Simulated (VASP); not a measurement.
Consider the following.

```
CELL_PARAMETERS angstrom
      3.84878     0.00000     0.00000
     -1.92439     3.33314     0.00000
      0.00000     0.00000     6.82253
ATOMIC_POSITIONS crystal
  Tb 0.33333 0.66667 0.29091
  Tb 0.66667 0.33333 0.70909
  Se 0.00000 0.00000 0.00000
  O  0.33333 0.66667 0.62530
  O  0.66667 0.33333 0.37470
```

These are r2SCAN meta-GGA, VASP's PBE PAW potentials (set 64) (plane waves; VASP) values and carry that method's errors. Numerical set-up: 600 eV cut-off, 6×6×4 Γ-centred mesh, Gaussian smearing of 0.050 eV, potentials Tb_3 Se O.

The 4f electrons are frozen in the core of the lanthanide potential, so 4f levels, which can set the real gap, and their magnetism are missing.

**Question.** Predict the energy per atom (σ→0), band gap (on the k-mesh) with the smallest direct gap where there is one.

**Answer.** 
```yaml
band gap (on the k-mesh): 2.51 eV
smallest direct gap (on the k-mesh): 2.85 eV
energy per atom (σ→0): -2045.8 kJ/mol of atoms
```

Total energies compare only between runs with the same potentials, cut-off and functional.

The structure comes from a computed database's Tb2SeO2 entry (P-3m1); how it stands against other phases isn't given here. It was relaxed first.
